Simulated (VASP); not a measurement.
Computed with RPBE GGA, VASP's PBE PAW potentials (set 64) (plane waves; VASP).

A VASP calculation is set up with these files.

### INCAR
```
SYSTEM = Si
PREC = Accurate
ENCUT = 520
EDIFF = 1E-7
NELM = 100
ALGO = Normal
LREAL = .FALSE.
LASPH = .TRUE.
ISMEAR = -5
GGA = RP
LWAVE = .FALSE.
LCHARG = .TRUE.
LORBIT = 11
NEDOS = 601
ISIF = 2
```

### KPOINTS
```
Regular mesh
0
G
9 9 9
```

### POSCAR
```
Si
1
    0.0000000000     2.7486609990     2.7486609990
    2.7486609990     0.0000000000     2.7486609990
    2.7486609990     2.7486609990     0.0000000000
Si
2
Direct
  0.0000000000   0.0000000000   0.0000000000
  0.2500000000   0.2500000000   0.2500000000
```

POTCAR, in this order: Si (PBE.64 set). Program: vasp_std.

The resulting files:

**OUTCAR**
```
 ion  position               nearest neighbor table
   1  0.000  0.000  0.000-   2 2.38   2 2.38   2 2.38   2 2.38
   2  0.250  0.250  0.250-   1 2.38   1 2.38   1 2.38   1 2.38
  LATTYP: Found a face centered cubic cell.
 ALAT       =     5.4973219980
 Subroutine PRICEL returns:
 Original cell was already a primitive cell.
 Subroutine GETGRP returns: Found 48 space group operations
The static configuration has the point symmetry T_d .
 The point group associated with its full space group is O_h .
The dynamic configuration has the point symmetry T_d .
 Subroutine INISYM returns: Found 48 space group operations
 Subroutine IBZKPT returns following result:
 Found     35 irreducible k-points:

 Following reciprocal coordinates:
            Coordinates               Weight
  0.000000  0.000000  0.000000      1.000000
  0.111111  0.000000  0.000000      8.000000
  0.222222  0.000000  0.000000      8.000000
  0.333333  0.000000  0.000000      8.000000
  0.444444  0.000000  0.000000      8.000000
  0.111111  0.111111  0.000000      6.000000
  0.222222  0.111111  0.000000     24.000000
  0.333333  0.111111  0.000000     24.000000
  0.444444  0.111111  0.000000     24.000000
 -0.444444  0.111111  0.000000     24.000000
 -0.333333  0.111111  0.000000     24.000000
 -0.222222  0.111111  0.000000     24.000000
 -0.111111  0.111111  0.000000     12.000000
  0.222222  0.222222  0.000000      6.000000
  0.333333  0.222222  0.000000     24.000000
  0.444444  0.222222  0.000000     24.000000
 -0.444444  0.222222  0.000000     24.000000
 -0.333333  0.222222  0.000000     24.000000
 -0.222222  0.222222  0.000000     12.000000
  0.333333  0.333333  0.000000      6.000000
  0.444444  0.333333  0.000000     24.000000
 -0.444444  0.333333  0.000000     24.000000
 -0.333333  0.333333  0.000000     12.000000
...
```

### OSZICAR
```
       N       E                     dE             d eps       ncg     rms          rms(c)
DAV:   1     0.785785702115E+01    0.78579E+01   -0.32432E+03   560   0.767E+02
DAV:   2    -0.101650455581E+02   -0.18023E+02   -0.17671E+02   856   0.826E+01
DAV:   3    -0.104436792991E+02   -0.27863E+00   -0.27863E+00   704   0.120E+01
DAV:   4    -0.104448683696E+02   -0.11891E-02   -0.11891E-02   904   0.890E-01
DAV:   5    -0.104448694269E+02   -0.10573E-05   -0.10573E-05   720   0.237E-02    0.552E+00
DAV:   6    -0.103591185002E+02    0.85751E-01   -0.54459E-02   664   0.129E+00    0.336E+00
DAV:   7    -0.103213419277E+02    0.37777E-01   -0.11106E-01   736   0.207E+00    0.162E-01
DAV:   8    -0.103232923732E+02   -0.19504E-02   -0.36947E-03   640   0.457E-01    0.997E-02
DAV:   9    -0.103240778265E+02   -0.78545E-03   -0.12906E-03   688   0.256E-01    0.477E-02
DAV:  10    -0.103241143266E+02   -0.36500E-04   -0.38631E-05   808   0.512E-02    0.157E-02
DAV:  11    -0.103241256038E+02   -0.11277E-04   -0.24568E-05   680   0.377E-02    0.106E-02
DAV:  12    -0.103241254154E+02    0.18832E-06   -0.22195E-07   848   0.434E-03    0.110E-03
DAV:  13    -0.103241257130E+02   -0.29754E-06   -0.14406E-07   680   0.313E-03    0.322E-04
DAV:  14    -0.103241257134E+02   -0.43360E-09   -0.17022E-09   360   0.359E-04
   1 F= -.10324126E+02 E0= -.10324126E+02  d E =0.000000E+00
```

### OUTCAR
```
------------------------ aborting loop because EDIFF is reached ----------------------------------------
  FORCE on cell =-STRESS in cart. coord.  units (eV):
  Direction    XX          YY          ZZ          XY          YZ          ZX
  --------------------------------------------------------------------------------------
  Total        0.0009559      0.0009559      0.0009559      0.0000000      0.0000000     -0.0000000
  in kB        0.0368740      0.0368740      0.0368740      0.0000000      0.0000000     -0.0000000
  external PRESSURE =       0.0368740 kB  Pullay stress =       0.0000000 kB
  volume of cell :       41.53
      direct lattice vectors                 reciprocal lattice vectors
     0.000000000  2.748660999  2.748660999    -0.181906754  0.181906754  0.181906754
     2.748660999  0.000000000  2.748660999     0.181906754 -0.181906754  0.181906754
     2.748660999  2.748660999  0.000000000     0.181906754  0.181906754 -0.181906754
 POSITION                                       TOTAL-FORCE (eV/Angst)
 -----------------------------------------------------------------------------------
      0.00000      0.00000      0.00000         0.000000     -0.000000      0.000000
      1.37433      1.37433      1.37433        -0.000000      0.000000     -0.000000
 -----------------------------------------------------------------------------------
    total drift:                               -0.000000     -0.000000     -0.000000
  FREE ENERGIE OF THE ION-ELECTRON SYSTEM (eV)
  ---------------------------------------------------
  free  energy   TOTEN  =       -10.3241257134 eV

  energy  without entropy=      -10.3241257134  energy(sigma->0) =      -10.32412571

 total charge

# of ion       s       p       d       tot
------------------------------------------
    1        0.751   0.921   0.000   1.672
    2        0.751   0.921   0.000   1.672
--------------------------------------------------
tot          1.501   1.842   0.000   3.343
```
(Selected blocks of OUTCAR.)

The compound is Si in the diamond structure. It was relaxed first.
